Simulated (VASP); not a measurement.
An input for Ansatz (written as the equivalent of a VASP run, and not itself run):

Ansatz 0.2 input:
```yaml
crystal:
  lattice:
    - [-1.5750000, 1.5750000, 1.5750000]
    - [1.5750000, -1.5750000, 1.5750000]
    - [1.5750000, 1.5750000, -1.5750000]
  atoms:
    - { symbol: Mo, position: [0.0000000, 0.0000000, 0.0000000] }
kpoints:
  mp_grid: { grid: [15, 15, 15] }
hamiltonian:
  xc: pbe
  pseudopotentials: { kind: paw }
scf:
  occupations: { method: methfessel_paxton, width: 0.1 }
  max_iter: 100
output: { forces: true, stress: true, eigenvalues: true }
```

Write the VASP files for the same calculation (PBE).

One answer among several that fit: 
### INCAR
```
# general
SYSTEM =Mo
PREC   =Accurate
ENCUT  =625   # plane-wave cut-off (eV)
LREAL  =.False.   # projection in real space or not
LASPH  =.True.   # aspherical one-centre terms

# electronic loop
EDIFF  =1E-6   # SCF stop (eV)
NELM   =100
ALGO   =Normal   # blocked Davidson
LMAXMIX=4

# smearing
ISMEAR =1   # Methfessel-Paxton
SIGMA  =0.1   # width (eV)

# functional
GGA    =PE

# ions
ISIF   =2   # forces and stress, cell fixed

# output
LWAVE  =.False.
LCHARG =.False.
```

**POSCAR**
```
Mo
2.727980
 -0.5773502738   0.5773502738   0.5773502738
  0.5773502738  -0.5773502738   0.5773502738
  0.5773502738   0.5773502738  -0.5773502738
Mo
1
Cartesian
  0.0000000000   0.0000000000   0.0000000000
```

File KPOINTS:
```
Automatic
0
G
15 15 15
```

POTCAR, in this order: Mo_sv (PBE.64 set). Program: vasp_std.

Limits of the translation: each code has its own PAW files, so the cut-off isn't converted (ENCUT is set for VASP's; basis.ecutwfc is left out, and Ansatz then takes the one that its files recommend); Ansatz stops its SCF on the density residual and VASP on the energy change (EDIFF).

The compound is Mo in the bcc structure. The cell was not relaxed at this level. The run is one of a series of settings (ENCUT = 625 against the base run), some of them coarse on purpose.
